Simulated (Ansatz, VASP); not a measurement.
**AlNi (AlNi in the L11 ordering): VASP beside Ansatz**

Aim: how closely do two programs agree when they are given the same cell, functional and k mesh? The cell is generated by rule, not measured, and may not be a known phase. The cell is taken from a series of runs on this material, whose earlier steps may have relaxed, scaled, displaced or heated it; both programs get it as it stands.

Method: plane waves, with VASP 6.6.1 beside it; relaxation of cell and atoms at LDA and zone-centre phonons at LDA, in Ansatz 0.2.0.

The structure was built from a prototype and need not be the compound's stable phase.

### 1. Starting point

It takes space group R-3m (No. 166, trigonal). The conventional cell has a = 2.679 Å, b = 2.679 Å, c = 11.428 Å, α = 90.00°, β = 90.00°, γ = 120.00°. Al has 6 Ni at 2.45 Å and 6 Al at 2.68 Å nearest. Nearest to Ni lie 6 Al at 2.45 Å and 6 Ni at 2.68 Å. Farther neighbours are not listed.

Coordinates:

```xyz
2
Lattice="3.4620 1.5679 1.5679 1.5679 3.4620 1.5679 1.5679 1.5679 3.4620" Properties=species:S:1:pos:R:3 pbc="T T T"
Al    0.0000    0.0000    0.0000
Ni    3.2989    3.2989    3.2989
```

### 2. VASP: relaxation of cell and atoms, LDA, pair 1

The relaxed volume is the usual yardstick between codes: in a stiff, nearly cubic crystal its relative difference is about their pressure difference at one cell divided by the bulk modulus.

Lines of VASP's logs that name or quote its potential files are left out, and so is its time.

Input file INCAR:

```
SYSTEM = AlNi
PREC = Accurate
ENCUT = 600
EDIFF = 1E-07
NELM = 120
ISMEAR = 0
SIGMA = 0.1
LREAL = .FALSE.
ALGO = Normal
GGA = CA
NBANDS = 12
LASPH = .TRUE.
LORBIT = 11
LWAVE = .FALSE.
LCHARG = .FALSE.
ISIF = 3
IBRION = 2
NSW = 80
EDIFFG = -0.005
GGA_COMPAT = .FALSE.
NELMIN = 4
KPAR = 2
```

Input file POSCAR:

```
AlNi
1.0
    3.4619640000      1.5679430000      1.5679430000
    1.5679430000      3.4619640000      1.5679430000
    1.5679430000      1.5679430000      3.4619640000
Al Ni
1 1
Direct
    0.0000000000      0.0000000000      0.0000000000
    0.5000000000      0.5000000000      0.5000000000
```

Input file KPOINTS:

```
Automatic mesh
0
Gamma
12 12 12
0 0 0
```

PAW data sets: Al and Ni (LDA family, release 64).

Started as:

```
mpirun -np 2 vasp_std
```

Numbers of over 12 decimals in the logs are rounded to 6 here.

The log of the run:

```text
[banner, memory and clock lines left out]
running    2 mpi-ranks, on    1 nodes
 distrk:  each k-point on    1 cores,    2 groups
 distr:  one band on    1 cores,    1 groups

 POSCAR found type information on POSCAR AlNi
 POSCAR found :  2 types and       2 ions
 LDA part: xc-table for (Slater(with rela. corr.)+CA(PZ))
 , standard interpolation
 POSCAR, INCAR and KPOINTS ok, starting setup
 FFT: planning ... GRIDC
 FFT: planning ... GRID_SOFT
 FFT: planning ... GRID
 WAVECAR not read
 entering main loop
       N       E                     dE             d eps       ncg     rms          rms(c)
DAV:   1     0.439714814351E+02    0.43971E+02   -0.62123E+03  4544   0.129E+03
DAV:   2    -0.115606972692E+02   -0.55532E+02   -0.51037E+02  4644   0.208E+02
DAV:   3    -0.134019207029E+02   -0.18412E+01   -0.18166E+01  5464   0.441E+01
DAV:   4    -0.134267729442E+02   -0.24852E-01   -0.24842E-01  5044   0.461E+00
DAV:   5    -0.134274163348E+02   -0.64339E-03   -0.64336E-03  5476   0.830E-01    0.137E+01
DAV:   6    -0.173046184963E+02   -0.38772E+01   -0.83699E+01  5340   0.137E+02    0.207E+01
DAV:   7    -0.117936921593E+02    0.55109E+01   -0.18591E+01  5364   0.782E+01    0.259E+00
DAV:   8    -0.116722872640E+02    0.12140E+00   -0.10257E+00  5844   0.131E+01    0.104E+00
DAV:   9    -0.116552773261E+02    0.17010E-01   -0.64164E-02  5524   0.343E+00    0.281E-01
DAV:  10    -0.116547592941E+02    0.51803E-03   -0.24668E-03  6032   0.697E-01    0.167E-01
DAV:  11    -0.116546271424E+02    0.13215E-03   -0.18905E-04  5284   0.123E-01    0.613E-02
DAV:  12    -0.116546079665E+02    0.19176E-04   -0.61473E-05  5492   0.118E-01    0.265E-02
DAV:  13    -0.116546042233E+02    0.37432E-05   -0.23053E-05  6096   0.533E-02    0.187E-03
DAV:  14    -0.116546042641E+02   -0.40857E-07   -0.60694E-07  4856   0.709E-03
   1 F= -.11654604E+02 E0= -.11652873E+02  d E =-.116546E+02
 curvature:   0.00 expect dE= 0.000E+00 dE for cont linesearch  0.000E+00
 trial: gam= 0.00000 g(F)=  0.239E-58 g(S)=  0.264E-03 ort = 0.000E+00 (trialstep = 0.100E+01)
 search vector abs. value=  0.264E-03
 bond charge predicted
       N       E                     dE             d eps       ncg     rms          rms(c)
DAV:   1    -0.116552029242E+02   -0.59870E-03   -0.13526E-02  5256   0.107E+00    0.141E-01
DAV:   2    -0.116549284133E+02    0.27451E-03   -0.10009E-03  5360   0.505E-01    0.964E-02
DAV:   3    -0.116548644148E+02    0.63999E-04   -0.12497E-03  5568   0.494E-01    0.823E-02
DAV:   4    -0.116547590127E+02    0.10540E-03   -0.35933E-04  5404   0.287E-01    0.719E-03
DAV:   5    -0.116547578091E+02    0.12035E-05   -0.11159E-05  5200   0.325E-02    0.207E-03
DAV:   6    -0.116547578007E+02    0.84417E-08   -0.40329E-07  5012   0.815E-03
   2 F= -.11654758E+02 E0= -.11653027E+02  d E =-.153537E-03
 trial-energy change:   -0.000154  1 .order   -0.000156   -0.000264   -0.000049
 step:   1.2578(harm=  1.2310)  dis= 0.00000  next Energy=   -11.654764 (dE=-0.160E-03)
 reached required accuracy - stopping structural energy minimisation
```

Parts of OUTCAR (step 2):

```text
ion  position               nearest neighbor table
   1  0.000  0.000  0.000-   2 2.45   2 2.45   2 2.45   2 2.45   2 2.45   2 2.45
   2  0.500  0.500  0.500-   1 2.45   1 2.45   1 2.45   1 2.45   1 2.45   1 2.45

  LATTYP: Found a trigonal (rhomboedric) cell.
 ALAT       =     4.1112145699
 COS(alpha) =     0.7877589956

 Subroutine GETGRP returns: Found 12 space group operations
 (whereof 12 operations were pure point group operations)

The static configuration has the point symmetry D_3d.

 Found    189 irreducible k-points:

   k-points           NKPTS =    189   k-points in BZ     NKDIM =    189   number of bands    NBANDS=     12

   dimension x,y,z NGX =    36 NGY =   36 NGZ =   36
   dimension x,y,z NGXF=    72 NGYF=   72 NGZF=   72

   ENCUT  =  600.0 eV  44.10 Ry    6.64 a.u.   8.21  8.21  8.21*2*pi/ulx,y,z

   NELECT =      13.0000    total number of electrons

 k-points in reciprocal lattice and weights: Automatic mesh
   0.00000000  0.00000000  0.00000000       0.001
   0.08333333  0.00000000  0.00000000       0.003
   0.16666667  0.00000000  0.00000000       0.003
   0.25000000  0.00000000  0.00000000       0.003
   0.33333333  0.00000000  0.00000000       0.003
   0.41666667  0.00000000  0.00000000       0.003
   0.50000000  0.00000000  0.00000000       0.002
   0.08333333  0.08333333  0.00000000       0.003
   0.16666667  0.08333333  0.00000000       0.007
[...]
-0.41666667  0.50000000  0.41666667       0.003
   0.50000000  0.50000000  0.50000000       0.001

 average (electrostatic) potential at core
       1 -68.2208       2 -81.4205

 E-fermi :   9.7290

 k-point     1 :       0.0000    0.0000    0.0000
  band No.  band energies     occupation
    ...
      3       7.8679      2.00000
      4       7.8679      2.00000
      5       7.9900      2.00000
      6       8.3119      2.00000
      7       8.3119      2.00000
      8      12.6013      0.00000
      9      24.4549      0.00000
     10      24.4549      0.00000
     11      24.8848      0.00000
     12      24.8848      0.00000

 k-point     2 :       0.0833    0.0000    0.0000
  band No.  band energies     occupation
    ...
      3       7.4923      2.00000
      4       7.8359      2.00000
      5       7.9438      2.00000
      6       8.2897      2.00000
      7       8.8917      2.00000
      8      12.7362      0.00000
      9      21.7030      0.00000
     10      23.1433      0.00000
     11      24.8447      0.00000
     12      26.4821      0.00000

 k-point     3 :       0.1667    0.0000    0.0000
  band No.  band energies     occupation
    ...
      3       7.0770      2.00000
      4       7.6584      2.00000
      5       8.1278      2.00000
      6       8.2591      2.00000
      7       9.6472      1.75305
      8      13.1612      0.00000
      9      18.4555      0.00000
     10      21.9718      0.00000
     11      23.4554      0.00000
     12      24.1054      0.00000

  Total       -0.0063843     -0.0063843     -0.0063843      0.0077130      0.0077130      0.0077130
  in kB       -0.4322978     -0.4322978     -0.4322978      0.5222684      0.5222684      0.5222684
  external PRESSURE =      -0.4322978 kB  Pullay stress =       0.0000000 kB

  energy-cutoff  :      600.00
  volume of cell :       23.66
      direct lattice vectors                 reciprocal lattice vectors
     3.464833685  1.572949011  1.572949011     0.402805359 -0.125768087 -0.125768087
     1.572949011  3.464833685  1.572949011    -0.125768087  0.402805359 -0.125768087
     1.572949011  1.572949011  3.464833685    -0.125768087 -0.125768087  0.402805359

 POSITION                                       TOTAL-FORCE (eV/Angst)
 -----------------------------------------------------------------------------------
      5.03778      3.14590      5.03778        -0.000000      0.000000     -0.000000
      3.30537      3.30537      3.30537         0.000000     -0.000000      0.000000
 -----------------------------------------------------------------------------------
    total drift:                                0.000000      0.000000      0.000000

  FREE ENERGIE OF THE ION-ELECTRON SYSTEM (eV)
  ---------------------------------------------------
  free  energy   TOTEN  =       -11.6547578007 eV

  energy  without entropy=      -11.6512959704  energy(sigma->0) =      -11.65302689

 reached required accuracy - stopping structural energy minimisation

 total charge
# of ion       s       p       d       tot
------------------------------------------
    1        0.425   0.439   0.000   0.864
    2        0.479   0.525   8.460   9.464
--------------------------------------------------
tot          0.904   0.963   8.460  10.327

[... 3 further parts left out ...]
```

CONTCAR:

```
AlNi
   1.00000000000000
     3.4648336852025232    1.5729490110393278    1.5729490110393278
     1.5729490110393278    3.4648336852025232    1.5729490110393278
     1.5729490110393278    1.5729490110393278    3.4648336852025232
  Al              Ni
     1     1
Direct
     1.0000000000000000    0.0000000000000000    1.0000000000000000
     0.5000000000000000    0.5000000000000000    0.5000000000000000
```

This run has no spin polarisation, so a moment on Ni, if there is one, isn't seen. Its electron count is odd, so without a moment it is a metal by construction.

### 3. Ansatz: relaxation of cell and atoms, LDA, pair 1

Ansatz runs on its default PAW (the set named soft_2) files.

The same cell, functional (in two slightly different forms), mesh and smearing now go to Ansatz, which takes its cutoff from its data sets.

Input file input.yaml:

```yaml
crystal:
  lattice:
    - [3.4619636141, 1.5679429349, 1.5679429349]
    - [1.5679429349, 3.4619636141, 1.5679429349]
    - [1.5679429349, 1.5679429349, 3.4619636141]
  atoms:
    - { symbol: Al, position: [0.0, 0.0, 0.0] }
    - { symbol: Ni, position: [0.5, 0.5, 0.5] }
kpoints:
  mp_grid: { grid: [12, 12, 12] }
hamiltonian:
  xc: lda
scf:
  occupations: { method: gaussian, width: 0.1 }
output:
  forces: true
  stress: true
  eigenvalues: true
  write_density: true
  write_potential: true
  elf: true
  volumetric_format: npy
relax:
  adjacent_minimum: "off"
  f_tol: 0.005
  max_steps: 80
  cell: { stress_tol: 0.05 }
```

Started as:

```
ansatz run input.yaml --threads 4 --pin off --max-ram 8192MiB --backend cpu --events-out ev --progress --plain --runs-dir out
```

The log of the run:

```text
basis.fft_grid_basis auto: the FFT boxes are laid along the combinations [[1, -1, 0], [0, 1, 0], [0, -1, 1]] of the cell's own vectors, 2.679, 4.111 and 2.679 Å long. The dense box has 18×30×18 points. Along the cell's own vectors, as sized, it would have 30×30×30, 2.78 times as many. Of the 12 symmetry operations that the crystal satisfies within crystal.symmetry.tolerance (time reversal apart; of a slab, those that [...]
Engine: ansatz 0.2.0, aarch64-unknown-linux-gnu
Pseudopotentials: kind: paw
Pseudopotential: Al, paw, valence charge 3, recommended cutoff 420 eV (normal), Al.paw.azcp
Pseudopotential: Ni, paw, valence charge 18, recommended cutoff 420 eV (normal), Ni.paw.azcp
Functional definition: SPW92
  exchange = slater_x
  correlation = pw_c
Crystal: 2 atoms, lattice volume = 23.669 Å³
Basis set: ecut = 420 eV, 469 PW (Γ), FFT grids on a1−a2, a2, −a2+a3
Bands: 15, of which v1, the nominal top of the filled ones, is band 11 counted from 1 (10 counted from 0)
Symmetry: 12 space group operations
Space group: R-3m (ITA 166), of the structure as read, at distance tolerance 2.9e-5 Å
k-points: 189 of 1728
Non-local potential: Al, projectors of the file, l = 0: 2, l = 1: 2, l = 2: 1
Non-local potential: Ni, projectors of the file, l = 0: 3, l = 1: 2, l = 2: 3, l = 3: 1
PAW form: soft (Blöchl's): semilocal exchange-correlation on the pseudo side does not see the compensation charge
PAW frozen core: Al, regenerated for the run's functional, and the local potential with it (the file was generated under x = pbe(κ = 0.804, μ = 0.219515), c = pbe(β = 0.066725))
PAW frozen core: Ni, regenerated for the run's functional, and the local potential with it (the file was generated under x = pbe(κ = 0.804, μ = 0.219515), c = pbe(β = 0.066725))
PAW one-centre angular grid: Al, 110 points (default); XC on 64 Gauss nodes
PAW one-centre angular grid: Ni, 590 points (default); XC on 64 Gauss nodes
Initial density: superposition of atomic densities (neutral atoms: chi_scale 0, normalization atom), corrected by the library's trained network
Initial wavefunctions: pseudopotential atomic-orbital guess
Functional: x = slater, c = lda
SCF iter   1: F=—  HF=-6287.132221 eV  |F-HF|=—  |Δ(HF+E_count)|=         —  Δρ=1.78e-2  dr2=3.78e-2  ethr=1.77e-3  ⟨swp⟩=4.7  Hψ=13228  notcnv=0
preconditioner: auto → none  [metal: Δε(μ)=0.023 eV  Ē_g=9.595 eV  σ=0.100 eV  W_gap=0.13  n_scr=2 (ndim 8)  ℏωp=27.5 eV  f_vac=0.000  D(μ)=0.75/eV (n_scr^D=2)  sad-step TF]
SCF iter   2: F=—  HF=-6287.127352 eV  |F-HF|=—  |Δ(HF+E_count)|=   4.87e-3  Δρ=5.17e-3  dr2=3.37e-3  ethr=1.80e-4  ⟨swp⟩=2.0  Hψ=4918  notcnv=0  defer=25
SCF iter   3: F=—  HF=-6287.126905 eV  |F-HF|=—  |Δ(HF+E_count)|=   4.48e-4  Δρ=1.36e-3  dr2=1.69e-4  ethr=1.60e-5  ⟨swp⟩=1.0  Hψ=2792  notcnv=0  defer=25
SCF iter   4: F=—  HF=-6287.126883 eV  |F-HF|=—  |Δ(HF+E_count)|=   2.13e-5  Δρ=2.45e-4  dr2=1.05e-5  ethr=8.05e-7  ⟨swp⟩=2.7  Hψ=4615  notcnv=0  defer=25
SCF iter   5: F=—  HF=-6287.126886 eV  |F-HF|=—  |Δ(HF+E_count)|=   2.76e-6  Δρ=4.68e-5  dr2=4.45e-7  ethr=5.01e-8  ⟨swp⟩=2.3  Hψ=3869  notcnv=0  defer=25
SCF iter   6: F=-6287.126886 eV  HF=-6287.126886 eV  |F-HF|=3.44e-9  |Δ(HF+E_count)|=   6.30e-8  Δρ=4.33e-6  dr2=2.78e-9  ethr=4.76e-10  ⟨swp⟩=9.5  Hψ=18792  notcnv=0
SCF 1 converged in 6 iterations: F = -6287.126886 eV  dr2 = 2.78e-9
  greatest PAW one-centre occupation: 1.002 electrons in one spin orbital (limit 2), on the Ni atom at site 1 (counted from 0), in its partial waves of l = 1
relax step   1: F+E_penalty+E_count = -6287.12688613 eV  Δ(F+E_penalty+E_count) = +0.000e0 eV  max|allowed force component| = 2.393e-29 eV/Å  Δτ_max = 0.0000 Å  P = -0.276 GPa  Ω = 23.669 Å³  (6 SCF iters, dr2 threshold 1.00e-7 eV, accepted)
[...]
relax step   2: F+E_penalty+E_count = -6287.12715795 eV  Δ(F+E_penalty+E_count) = -2.718e-4 eV  max|allowed force component| = 2.006e-28 eV/Å  Δτ_max = 0.0000 Å  P = -0.058 GPa  Ω = 23.628 Å³  energy of the carried Pulay correction = +2.378e-5 eV  (6 SCF iters, dr2 threshold 2.00e-7 eV, accepted)
[...]
relax step   3: F+E_penalty+E_count = -6287.12720903 eV  Δ(F+E_penalty+E_count) = -5.108e-5 eV  max|allowed force component| = 1.346e-28 eV/Å  Δτ_max = 0.0000 Å  P = +0.016 GPa  Ω = 23.611 Å³  energy of the carried Pulay correction = +3.374e-5 eV  (6 SCF iters, dr2 threshold 1.24e-7 eV, accepted)
[...]
relax step   4: F+E_penalty+E_count = -6287.12717945 eV  Δ(F+E_penalty+E_count) = +2.958e-5 eV  max|allowed force component| = 2.693e-28 eV/Å  Δτ_max = 0.0000 Å  P = +0.014 GPa  Ω = 23.611 Å³  stress off target by 2.26e-2 GPa  SCF on the basis re-selected at this cell (its energy is not comparable with the rows above)  (7 SCF iters)
basis re-selected at this cell: Δ(F+E_penalty+E_count) = +2.958e-5 eV, ΔP = -0.002 GPa vs the last step (what re-selecting the basis moved, of the pressure what is left beyond the Pulay correction that the steps carried, after the strain that the cell walked since its last selection, with what the two solves' SCF thresholds leave and, on support functions, any second-order correction that the steps lacked; it is no m [...]
SCF converged after 7 iterations
Free energy (F): -6287.127179 eV
Harris-Foulkes:  -6287.127179 eV  (|F-HF|=9.09e-13)
Internal energy: -6287.123589 eV  (E = F + TS)
E sigma→0 (E₀):  -6287.125384 eV
Entropy (-TS):   -0.003590 eV (-1.795 meV/atom)
Fermi energy:    13.701103 eV
--- Per-component energies (eV) ---
  E_band       = -335.603247
  E_kinetic    = 312.203859
  E_local      = -4626.198174  (includes V_loc(G=0)·N_el)
  E_nonlocal   = 651.313202
  E_hartree    = 2001.295544
  E_xc         = -125.937307
  E_vxc        = -141.354513  (∫ρ·V_xc dr)
  E_paw        = -2009.003093  (= ΣΔE_a)
  E_vpaw       = -534.159143  (= ΣTr[D̂ρ^β])
  E_aug_tail   = 0.000434  (compensation charges beyond the density's cutoff)
  E_ewald      = -2491.287891
  E_core_change = 0.489837  (= ΣΔE_core)
  E_smearing   = -0.003590  (= −TS)
  E_closure    = -0.000000  (closes the sum)
  Σ components = -6287.127179   (vs F -6287.127179, Δ=0.00e0)
--- Forces (eV/Å), atoms counted from 1 ---
  atom   1  Al     0.00000000    -0.00000000     0.00000000
  atom   2  Ni     0.00000000     0.00000000     0.00000000
  max |Σ_I F_I| component: 5.39e-28 eV/Å
--- Stress (GPa, compression-positive) ---
        0.013665       0.004477       0.004477
        0.004477       0.013665       0.004477
        0.004477       0.004477       0.013665
  P = ⅓ Tr σ = 0.0137 GPa (0.137 kbar)
--- Band table (eV; the first three rows and the last of 189) ---
  k-point 0: bands = [... 7 lower, 11.8359, 11.9210, 12.3006, 12.3006, 16.5420, 28.3103, 28.3103, 28.9048]
  k-point 1: bands = [... 7 lower, 11.8011, 11.9130, 12.2779, 12.8585, 16.6758, 25.6507, 27.0899, 28.8095]
  k-point 2: bands = [... 7 lower, 11.6221, 12.1055, 12.2410, 13.6094, 17.0989, 22.4206, 25.9408, 27.3943]
  k-point 188: bands = [... 7 lower, 11.8326, 11.8326, 12.3664, 12.3664, 23.4810, 27.1348, 27.1348, 27.9070]
--- Relaxed structure (3 steps of the walk, 3 accepted, 1 SCFs on fresh bases) ---
  F+E_penalty+E_count = -6287.12717945 eV   max|allowed force component| = 2.693e-28 eV/Å   (the final SCF, on the basis selected at the relaxed cell)
  cell:  # Å, volume = 23.6114 Å³
    - [3.464117, 1.574601, 1.574601]
    - [1.574601, 3.464117, 1.574601]
    - [1.574601, 1.574601, 3.464117]
  atoms:
    - { symbol: Al, position: [0, 0, 0] }
    - { symbol: Ni, position: [0.500000, 0.500000, 0.500000] }
```

Reading the cycles: dr2 is the Hartree energy of the density residual (eV), the measure of convergence; HF is the Harris–Foulkes estimate of the energy, which meets the free energy F at convergence.

### 4. Side by side

Known differences besides the potentials themselves: the two LDA forms differ slightly; the data sets hold 21 valence electrons in Ansatz (on its default PAW (the set named soft_2) files) and 13 in VASP; the cutoff is 420 eV in Ansatz and 600 eV in VASP; VASP's log shows a relativistic correction to its local exchange, Ansatz's none; Ansatz adds a Pulay correction to the stress that steers its cell, VASP none. Total energies have different zeros and are not compared.

The two programs side by side:

| quantity | Ansatz | VASP | difference |
| --- | --- | --- | --- |
| volume (Å³) | 23.61 | 23.66 | -0.21 % |
| edge a after relaxation, in the typed setting (Å) | 4.118 | 4.117 | +0.01 % |

(Part 1 of 2 ends here.)

[Lines on the potential files, build, host, timing and source positions are cut from VASP's logs without a mark.]

[Logs are printed without paths, hosts, clocks, repeated set-up lines and the standing remarks that a program may print on its own settings, such as how far it seeks lower states.]

[Hosts, paths, dates, database ids (printed as entryN), source tags and the programs' standing remarks are cut or masked in the printed files.]
